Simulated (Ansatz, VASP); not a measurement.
# TiGe2AsN5 (TiGe2N4 under honeycomb AsN, AB) in two plane-wave programs, part 2 of 2

Aim: how closely do two programs agree when they are given the same cell, functional and k mesh? The cell is taken from a series of runs on this material, whose earlier steps may have relaxed, scaled, displaced or heated it; both programs get it as it stands.

VASP 6.6.1 and Ansatz 0.2.0.

So far: The starting structure; Ansatz: single point, PBE with D3(BJ).

### Step 3. VASP: single point, PBE with D3(BJ)

Level of this step: PBE with D3(BJ), no spin polarisation; plane waves and PAW (N, Ge_d, Ti_sv, As) (VASP).

The same cell, functional, mesh and smearing now go to VASP, with its own data sets.

Lines of VASP's logs that name or quote its potential files are left out, and so is its time.

The input, INCAR:

```
SYSTEM = TiGe2AsN5
PREC = Accurate
ENCUT = 520
EDIFF = 1E-06
NELM = 120
ISMEAR = -1
SIGMA = 0.05
LREAL = .FALSE.
ALGO = Normal
GGA = PE
IVDW = 12
NBANDS = 44
LASPH = .TRUE.
LORBIT = 11
LWAVE = .FALSE.
LCHARG = .FALSE.
ISIF = 2
LDIPOL = .TRUE.
IDIPOL = 3
DIPOL = 0.5 0.5 0.48
LVHAR = .TRUE.
GGA_COMPAT = .FALSE.
EFERMI = MIDGAP
NELMDL = -8
KPAR = 2
```

The input, POSCAR:

```
TiGe2AsN5
1.0
    3.0204425667      0.0000000000      0.0000000000
   -1.5102212834      2.6157799935      0.0000000000
    0.0000000000      0.0000000000     29.5197637116
N Ge Ti As
5 2 1 1
Direct
    0.0000000000      0.0000000000      0.3048804892
    0.3333333333      0.6666666667      0.3898081509
    0.3333333333      0.6666666667      0.4676203788
    0.0000000000      0.0000000000      0.5524506293
    0.0000000000      0.0000000000      0.6634860548
    0.3333333333      0.6666666667      0.3262704611
    0.3333333333      0.6666666667      0.5311361703
    0.0000000000      0.0000000000      0.4287209478
    0.6666666667      0.3333333333      0.6951195108
```

The input, KPOINTS:

```
Automatic mesh
0
Gamma
18 18 1
0 0 0
```

PAW data sets: N, Ge_d, Ti_sv and As (PBE family, release 64).

Run with:

```
$ mpirun -np 2 vasp_std
```

Numbers of over 12 decimals in the logs are rounded to 6 here.

Log:

```text
[banner, memory and clock lines left out]
running    2 mpi-ranks, on    1 nodes
 distrk:  each k-point on    1 cores,    2 groups
 distr:  one band on    1 cores,    1 groups

 POSCAR found type information on POSCAR N GeTiAs
 POSCAR found :  4 types and       9 ions
 LDA part: xc-table for (Slater+PW92), standard interpolation
 POSCAR, INCAR and KPOINTS ok, starting setup
 FFT: planning ... GRIDC
 FFT: planning ... GRID_SOFT
 FFT: planning ... GRID
 WAVECAR not read
 entering main loop
       N       E                     dE             d eps       ncg     rms          rms(c)
DAV:   1     0.912650834988E+03    0.91265E+03   -0.34023E+04  4260   0.248E+03
DAV:   2     0.104814650523E+03   -0.80784E+03   -0.77205E+03  3672   0.793E+02
DAV:   3    -0.628730590688E+02   -0.16769E+03   -0.16354E+03  4740   0.222E+02
DAV:   4    -0.778223707790E+02   -0.14949E+02   -0.14892E+02  5004   0.779E+01
DAV:   5    -0.787696074573E+02   -0.94724E+00   -0.94672E+00  5352   0.137E+01
DAV:   6    -0.788052022735E+02   -0.35595E-01   -0.35592E-01  4812   0.217E+00
DAV:   7    -0.788064649832E+02   -0.12627E-02   -0.12627E-02  5104   0.386E-01
DAV:   8    -0.788065051955E+02   -0.40212E-04   -0.40212E-04  4972   0.702E-02    0.252E+01
DAV:   9    -0.668369873603E+02    0.11970E+02   -0.86386E+01  4704   0.631E+01    0.177E+01
DAV:  10    -0.900633489656E+02   -0.23226E+02   -0.32271E+02  4920   0.543E+01    0.226E+01
DAV:  11    -0.660272029911E+02    0.24036E+02   -0.21430E+02  4808   0.376E+01    0.974E+00
DAV:  12    -0.652108114479E+02    0.81639E+00   -0.98705E+00  4464   0.150E+01    0.639E+00
DAV:  13    -0.645663711074E+02    0.64444E+00   -0.36323E+00  5292   0.117E+01    0.260E+00
DAV:  14    -0.645685206787E+02   -0.21496E-02   -0.70306E-01  4632   0.461E+00    0.205E+00
[...]
DAV:  29    -0.645383784107E+02    0.16343E-03   -0.38795E-05  4040   0.615E-02    0.212E-02
DAV:  30    -0.645379528068E+02    0.42560E-03   -0.59693E-04  4388   0.231E-01    0.353E-02
DAV:  31    -0.645379327294E+02    0.20077E-04   -0.14907E-04  3764   0.486E-02    0.300E-02
DAV:  32    -0.645379216852E+02    0.11044E-04   -0.13264E-05  4172   0.168E-02    0.286E-02
DAV:  33    -0.645379126314E+02    0.90538E-05   -0.11699E-06  2764   0.891E-03    0.276E-02
DAV:  34    -0.645378710379E+02    0.41593E-04   -0.71369E-05  3920   0.647E-02    0.107E-02
DAV:  35    -0.645378630651E+02    0.79728E-05   -0.24435E-05  3776   0.261E-02    0.826E-03
DAV:  36    -0.645378640564E+02   -0.99134E-06   -0.61662E-06  3252   0.104E-02
   1 F= -.66627968E+02 E0= -.66627968E+02  d E =-.171335E-05
```

From OUTCAR (step 3):

```text
ion  position               nearest neighbor table
   1  0.000  0.000  0.305-   6 1.85   6 1.85   6 1.85
   2  0.333  0.667  0.390-   6 1.88   8 2.09   8 2.09   8 2.09
   3  0.333  0.667  0.468-   7 1.87   8 2.09   8 2.09   8 2.09
   4  0.000  0.000  0.552-   7 1.85   7 1.85   7 1.85
   5  0.000  0.000  0.663-   9 1.98   9 1.98   9 1.98
   6  0.333  0.667  0.326-   1 1.85   1 1.85   1 1.85   2 1.88
   7  0.333  0.667  0.531-   4 1.85   4 1.85   4 1.85   3 1.87
   8  0.000  0.000  0.429-   3 2.09   3 2.09   3 2.09   2 2.09   2 2.09   2 2.09
   9  0.667  0.333  0.695-   5 1.98   5 1.98   5 1.98

  LATTYP: Found a hexagonal cell.
 ALAT       =     3.0204425667
 C/A-ratio  =     9.7733239615

 Subroutine GETGRP returns: Found  6 space group operations
 (whereof  6 operations were pure point group operations)

The static configuration has the point symmetry C_3v.

 Found     37 irreducible k-points:

   k-points           NKPTS =     37   k-points in BZ     NKDIM =     37   number of bands    NBANDS=     44

   dimension x,y,z NGX =    24 NGY =   24 NGZ =  224
   dimension x,y,z NGXF=    48 NGYF=   48 NGZF=  448

   ENCUT  =  520.0 eV  38.22 Ry    6.18 a.u.   5.62  5.62 54.89*2*pi/ulx,y,z

   NELECT =      70.0000    total number of electrons

 k-points in reciprocal lattice and weights: Automatic mesh
   0.00000000  0.00000000  0.00000000       0.003
   0.05555556  0.00000000  0.00000000       0.019
   0.11111111  0.00000000  0.00000000       0.019
   0.16666667  0.00000000  0.00000000       0.019
   0.22222222 -0.00000000  0.00000000       0.019
   0.27777778  0.00000000  0.00000000       0.019
   0.33333333 -0.00000000  0.00000000       0.019
   0.38888889 -0.00000000  0.00000000       0.019
   0.44444444 -0.00000000  0.00000000       0.019
[...]
0.33333333  0.27777778  0.00000000       0.037
   0.33333333  0.33333333  0.00000000       0.006

 dipolmoment           0.000000      0.000000     -0.075050 electrons x Angstroem

 average (electrostatic) potential at core
       1 -68.5171       2 -67.9049       3 -67.9060       4 -68.5369       5 -69.5477
       6 -79.4343       7 -79.4512       8 -81.2949       9 -56.0603

 E-fermi :  -0.0818

 k-point     1 :       0.0000    0.0000    0.0000
  band No.  band energies     occupation
    ...
     31      -2.2333      2.00000
     32      -1.5227      2.00000
     33      -1.2896      2.00000
     34      -1.2896      2.00000
     35      -0.8041      2.00000
     36       0.9597      0.00000
     37       1.2169      0.00000
     38       2.7949      0.00000
     39       2.9248      0.00000
     40       3.4102      0.00000
    ...

 k-point     2 :       0.0556    0.0000    0.0000
  band No.  band energies     occupation
    ...
     31      -2.2705      2.00000
     32      -1.4997      2.00000
     33      -1.3389      2.00000
     34      -1.3228      2.00000
     35      -0.7323      2.00000
     36       1.2147      0.00000
     37       1.3250      0.00000
     38       2.8583      0.00000
     39       2.8793      0.00000
     40       3.4732      0.00000
    ...

 k-point     3 :       0.1111    0.0000    0.0000
  band No.  band energies     occupation
    ...
     31      -2.3232      2.00000
     32      -1.6101      2.00000
     33      -1.4755      2.00000
     34      -1.2775      2.00000
     35      -0.6761      1.99999
     36       1.4002      0.00000
     37       1.7669      0.00000
     38       2.8094      0.00000
     39       2.9462      0.00000
     40       3.6187      0.00000
    ...

 Edisp (eV)   -2.09010

  Total       0.03416     0.03416     0.00227    -0.00000     0.00000     0.00000
  in kB       0.23467     0.23467     0.01559    -0.00000     0.00000     0.00000
  external pressure =        0.16 kB  Pullay stress =        0.00 kB

  energy-cutoff  :      520.00
  volume of cell :      233.23
      direct lattice vectors                 reciprocal lattice vectors
     3.020442567  0.000000000  0.000000000     0.331077310  0.191147574  0.000000000
    -1.510221283  2.615779993  0.000000000     0.000000000  0.382295148  0.000000000
     0.000000000  0.000000000 29.519763712     0.000000000  0.000000000  0.033875610

 POSITION                                       TOTAL-FORCE (eV/Angst)
 -----------------------------------------------------------------------------------
      0.00000      0.00000      9.00000         0.000000      0.000000      0.033227
     -0.00000      1.74385     11.50704        -0.000000     -0.000000     -0.052503
     -0.00000      1.74385     13.80404        -0.000000      0.000000      0.043041
      0.00000      0.00000     16.30821        -0.000000     -0.000000     -0.040507
      0.00000      0.00000     19.58595        -0.000000     -0.000000     -0.098453
     -0.00000      1.74385      9.63143        -0.000000     -0.000000     -0.016465
     -0.00000      1.74385     15.67901         0.000000     -0.000000      0.026710
      0.00000      0.00000     12.65574         0.000000     -0.000000      0.005010
      1.51022      0.87193     20.51976        -0.000000     -0.000000      0.099941
 -----------------------------------------------------------------------------------
    total drift:                                0.000002     -0.000001     -0.001475

  FREE ENERGIE OF THE ION-ELECTRON SYSTEM (eV)
  ---------------------------------------------------
  free  energy   TOTEN  =       -66.6279684488 eV

  energy  without entropy=      -66.6279667355  energy(sigma->0) =      -66.62796759

 vacuum level on the upper side and lower side of the slab         4.467         6.187

 total charge
# of ion       s       p       d       tot
------------------------------------------
    1        1.248   2.523   0.000   3.770
    2        1.256   2.490   0.000   3.746
    3        1.256   2.490   0.000   3.746
    4        1.248   2.524   0.000   3.772
    5        1.298   2.321   0.000   3.619
    6        1.023   1.350  10.340  12.713
    7        1.023   1.352  10.341  12.716
    8        2.210   6.251   1.831  10.291
    9        1.274   1.313   0.115   2.701
--------------------------------------------------
tot         11.834  22.614  22.626  57.074

[... 3 further parts left out ...]
```

This run has no spin polarisation, so a moment on Ti, if there is one, isn't seen.

### Step 4. Comparison

Known differences besides the potentials themselves: the data sets hold 80 valence electrons in Ansatz (on its default PAW (the set named soft_2) files) and 70 in VASP; the cutoff is 420 eV in Ansatz and 520 eV in VASP. Total energies have different zeros and are not compared.

Compared:

| quantity | Ansatz | VASP | difference |
| --- | --- | --- | --- |
| gap on the k mesh (eV) | 1.251 | 1.241 | +0.009 |

A gap on the mesh is an upper bound, since the band edges may lie between its points. With vacuum in the cell, a pressure given here is an average over mostly empty space and none of the material.

### Step 5. Summary of results

```yaml
difference_in_gap_on_the_k_mesh_single_point_pbe_with_d3_bj: 0.0092 eV
```

**Reading.** The difference in gap on the k mesh is 0.0092 eV (single point, PBE with D3(BJ)), within the 0.08 eV picked in this series as the mark of a large difference. The data sets hold unlike numbers of valence electrons (80 in Ansatz and 70 in VASP), so part of the differences comes from the potentials. How closely two codes agree says nothing of how well the functional describes the real material.

[Lines on the potential files, build, host, timing and source positions are cut from VASP's logs without a mark.]

[Logs are printed without paths, hosts, clocks, repeated set-up lines and the standing remarks that a program may print on its own settings, such as how far it seeks lower states.]

[Hosts, paths, dates, database ids (printed as entryN), source tags and the programs' standing remarks are cut or masked in the printed files.]
